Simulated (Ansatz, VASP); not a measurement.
**ReP2 in VASP and in Ansatz**

The input INCAR:

```
SYSTEM = ReP2
  PREC = Accurate
  ENCUT = 600
  EDIFF = 1E-6
  ISMEAR = 0
  SIGMA = 0.1
  LREAL = .False.
  LASPH = .True.
  NELM = 100
  ALGO = Normal
  ISIF = 3
  LWAVE = .False.
  LCHARG = .False.
  GGA = PE
  IBRION = 2
  NSW = 100
  EDIFFG = -0.01
```

The input KPOINTS:

```
Automatic mesh
0
Gamma
  12 12 16
  0 0 0
```

Contents of POSCAR:

```
ReP2
1.0
    3.9526219873      0.0000000000      0.0000000000
    0.0000000000      3.9526219873      0.0000000000
    0.0000000000      0.0000000000      3.0600722334
Re P
1 2
Direct
    0.0000000000      0.0000000000      0.0000000000
    0.5000000000      0.0000000000      0.5000000000
    0.0000000000      0.5000000000      0.5000000000
```

Input for Ansatz:

```yaml
crystal:
  lattice:
    - [3.9526219873, 0.0, 0.0]
    - [0.0, 3.9526219873, 0.0]
    - [0.0, 0.0, 3.0600722334]
  atoms:
    - { symbol: Re, position: [0.0, 0.0, 0.0] }
    - { symbol: P, position: [0.5, 0.0, 0.5] }
    - { symbol: P, position: [0.0, 0.5, 0.5] }
basis:
  ecutwfc: 420
kpoints:
  mp_grid: { grid: [12, 12, 16] }
hamiltonian:
  xc: pbe
scf:
  occupations: { method: gaussian, width: 0.1 }
output:
  forces: true
  stress: true
  eigenvalues: true
  write_density: true
  write_potential: true
  elf: true
  volumetric_format: npy
relax:
  adjacent_minimum: "off"
  f_tol: 0.01
  max_steps: 80
  cell: { stress_tol: 0.05 }
```

Change from the starting cell: ordered vacancies on the cation sites of caesium chloride (P4/mmm, No. 123).

Alike in both runs: task relaxation of cell and atoms; functional PBE; k mesh 12 × 12 × 16; occupations gaussian, width 0.1 eV; no spin polarisation.

|  | VASP | Ansatz |
| --- | --- | --- |
| version | VASP 6.6.1 | Ansatz 0.2.0 |
| potentials or method | VASP PAW PBE potentials, release 64 (Re, P) | scalar-relativistic, plane waves, PAW |
| plane-wave cutoff (eV) | 600 | 420 |
| valence electrons in the cell | 17 | 25 |

Ansatz gave:

```
gap on the k mesh at the Fermi level, each at its own relaxed structure (eV) : none
relaxed volume (Å³/atom)                                                     : 15.96
relaxed cell length with the largest relative difference (Å)                 : 3.996
energy change over the relaxation (meV/atom)                                 : -5
```

Task: Which values does VASP return?

Result: gap on the k mesh at the Fermi level, each at its own relaxed structure (eV): none; relaxed volume (Å³/atom): 16.03; relaxed cell length with the largest relative difference (Å): 4.002; energy change over the relaxation (meV/atom): -5.

A gap of «none» marks a metal or a gap that the smearing closes. The two sets of potentials don't hold the same shells in valence.

Spin-orbit coupling is left out, which matters for the levels of Re.
